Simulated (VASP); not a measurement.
These are PBEsol GGA, VASP's PBE PAW potentials (set 64) (plane waves; VASP) values and carry that method's errors.

Input for VASP

### POSCAR
```
CdS
1
    0.0000000000     2.9132300778     2.8695316267
    2.8695316267     0.0000000000     2.8695316267
    2.8695316267     2.9132300778     0.0000000000
Cd S
1 1
Direct
  0.0000000000   0.0000000000   0.0000000000
  0.2500000000   0.2500000000   0.2500000000
```

### KPOINTS
```
K-points
0
gamma
8 8 8
```

### INCAR
```
SYSTEM = CdS
PREC = Accurate
ENCUT = 480
EDIFF = 1E-7
NELM = 100
ALGO = Normal
LREAL = .FALSE.
LASPH = .TRUE.
ISMEAR = 0
SIGMA = 0.05
GGA = PS
LMAXMIX = 4
LWAVE = .FALSE.
LCHARG = .FALSE.
ISIF = 2
```

POTCAR, in this order: Cd S (PBE.64 set). Program: vasp_std.

Output

OUTCAR:
```
 ion  position               nearest neighbor table
   1  0.000  0.000  0.000-   2 2.50   2 2.50   2 2.50   2 2.50
   2  0.250  0.250  0.250-   1 2.50   1 2.50   1 2.50   1 2.50
  LATTYP: Found a body centered tetragonal cell.
 ALAT       =     4.0581305441
 C/A-ratio  =     1.4357498095
 Subroutine PRICEL returns:
 Original cell was already a primitive cell.
 Subroutine GETGRP returns: Found  8 space group operations
The static configuration has the point symmetry D_2d.
The dynamic configuration has the point symmetry D_2d.
 Subroutine INISYM returns: Found  8 space group operations
 Subroutine IBZKPT returns following result:
 Found     59 irreducible k-points:

 Following reciprocal coordinates:
            Coordinates               Weight
  0.000000  0.000000  0.000000      1.000000
  0.125000  0.000000 -0.000000      8.000000
  0.250000  0.000000 -0.000000      8.000000
  0.375000  0.000000 -0.000000      8.000000
  0.500000  0.000000 -0.000000      4.000000
  0.125000  0.125000  0.000000      4.000000
  0.250000  0.125000 -0.000000     16.000000
  0.375000  0.125000  0.000000     16.000000
  0.500000  0.125000  0.000000     16.000000
 -0.375000  0.125000  0.000000     16.000000
 -0.250000  0.125000  0.000000     16.000000
 -0.125000  0.125000  0.000000      8.000000
  0.250000  0.250000  0.000000      4.000000
  0.375000  0.250000 -0.000000     16.000000
  0.500000  0.250000 -0.000000     16.000000
 -0.375000  0.250000  0.000000     16.000000
 -0.250000  0.250000  0.000000      8.000000
  0.375000  0.375000  0.000000      4.000000
  0.500000  0.375000  0.000000     16.000000
 -0.375000  0.375000  0.000000      8.000000
  0.500000  0.500000  0.000000      2.000000
  0.125000  0.000000  0.125000      2.000000
  0.250000  0.000000  0.125000      8.000000
  0.375000  0.000000  0.125000      8.000000
  0.500000  0.000000  0.125000      8.000000
 -0.375000  0.000000  0.125000      8.000000
 -0.250000  0.000000  0.125000      8.000000
 -0.125000  0.000000  0.125000      4.000000
  0.375000  0.250000  0.125000      8.000000
  0.500000  0.250000  0.125000     16.000000
 -0.375000  0.250000  0.125000      8.000000
  0.250000  0.375000  0.125000      8.000000
  0.500000  0.375000  0.125000      8.000000
 -0.375000  0.375000  0.125000     16.000000
 -0.250000  0.375000  0.125000      8.000000
  0.250000  0.500000  0.125000     16.000000
  0.375000  0.500000  0.125000      8.000000
 -0.375000  0.500000  0.125000      4.000000
  0.250000 -0.375000  0.125000     16.000000
  0.375000 -0.375000  0.125000     16.000000
   k-points           NKPTS =     59   k-points in BZ     NKDIM =     59   number of bands    NBANDS=     13
   number of dos      NEDOS =    301   number of ions     NIONS =      2
   total plane-waves  NPLWV =  27000
   dimension x,y,z NGX =    30 NGY =   30 NGZ =   30
   dimension x,y,z NGXF=    60 NGYF=   60 NGZF=   60
   ions per type =               1   1
   PREC   = accura    normal or accurate (medium, high low for compatibility)
   ISTART =      0    job   : 0-new  1-cont  2-samecut
   ICHARG =      2    charge: 1-file 2-atom 10-const
   ISPIN  =      1    spin polarized calculation?
   LNONCOLLINEAR =      F non collinear calculations
   LSORBIT =      F    spin-orbit coupling
   INIWAV =      1    electr: 0-lowe 1-rand  2-diag
   ENCUT  =  480.0 eV  35.28 Ry    5.94 a.u.   7.30  7.25  7.30*2*pi/ulx,y,z
   NELM   =    100;   NELMIN=  2; NELMDL= -5     # of ELM steps
   EDIFF  = 0.1E-06   stopping-criterion for ELM
   LREAL  =      F    real-space projection
   NLSPLINE    = F    spline interpolate recip. space projectors
...
```

OSZICAR:
```
       N       E                     dE             d eps       ncg     rms          rms(c)
DAV:   1     0.107002800990E+03    0.10700E+03   -0.90017E+03  1566   0.120E+03
DAV:   2    -0.272172627877E+01   -0.10972E+03   -0.10483E+03  1789   0.292E+02
DAV:   3    -0.726614592884E+01   -0.45444E+01   -0.45333E+01  1814   0.619E+01
DAV:   4    -0.729845819379E+01   -0.32312E-01   -0.32307E-01  1784   0.524E+00
DAV:   5    -0.729891315106E+01   -0.45496E-03   -0.45493E-03  1844   0.600E-01    0.876E+00
DAV:   6    -0.682349605760E+01    0.47542E+00   -0.98852E-01  2240   0.153E+01    0.680E+00
DAV:   7    -0.680276957479E+01    0.20726E-01   -0.19237E-01  1619   0.367E+00    0.319E+00
DAV:   8    -0.680051686551E+01    0.22527E-02   -0.21727E-02  1659   0.228E+00    0.284E-01
DAV:   9    -0.680017489717E+01    0.34197E-03   -0.33116E-03  1794   0.101E+00    0.658E-02
DAV:  10    -0.680019954744E+01   -0.24650E-04   -0.28154E-04  1654   0.243E-01    0.612E-02
DAV:  11    -0.680022280949E+01   -0.23262E-04   -0.42699E-05  1669   0.734E-02    0.371E-02
DAV:  12    -0.680023242156E+01   -0.96121E-05   -0.30656E-05  1574   0.634E-02    0.105E-02
DAV:  13    -0.680023192722E+01    0.49434E-06   -0.43347E-06  1819   0.265E-02    0.174E-03
DAV:  14    -0.680023201132E+01   -0.84098E-07   -0.32017E-07  1641   0.508E-03
   1 F= -.68002320E+01 E0= -.68002320E+01  d E =-.518996E-15
```

File OUTCAR:
```
------------------------ aborting loop because EDIFF is reached ----------------------------------------
  FORCE on cell =-STRESS in cart. coord.  units (eV):
  Direction    XX          YY          ZZ          XY          YZ          ZX
  --------------------------------------------------------------------------------------
  Total        0.7241792      0.6457842      0.7241792      0.0000000      0.0000000      0.0000000
  in kB       24.1840946     21.5660794     24.1840946      0.0000000      0.0000000      0.0000000
  external PRESSURE =      23.3114229 kB  Pullay stress =       0.0000000 kB
  volume of cell :       47.98
      direct lattice vectors                 reciprocal lattice vectors
     0.000000000  2.913230078  2.869531627    -0.174244464  0.171630797  0.174244464
     2.869531627  0.000000000  2.869531627     0.174244464 -0.171630797  0.174244464
     2.869531627  2.913230078  0.000000000     0.174244464  0.171630797 -0.174244464
  FREE ENERGIE OF THE ION-ELECTRON SYSTEM (eV)
  ---------------------------------------------------
  free  energy   TOTEN  =        -6.8002320113 eV

  energy  without entropy=       -6.8002320113  energy(sigma->0) =       -6.80023201
```
(Selected blocks of OUTCAR.)

The compound is CdS in the zinc blende structure, a metastable form; wurtzite is the usual one. This cell was strained or had an atom moved on purpose.
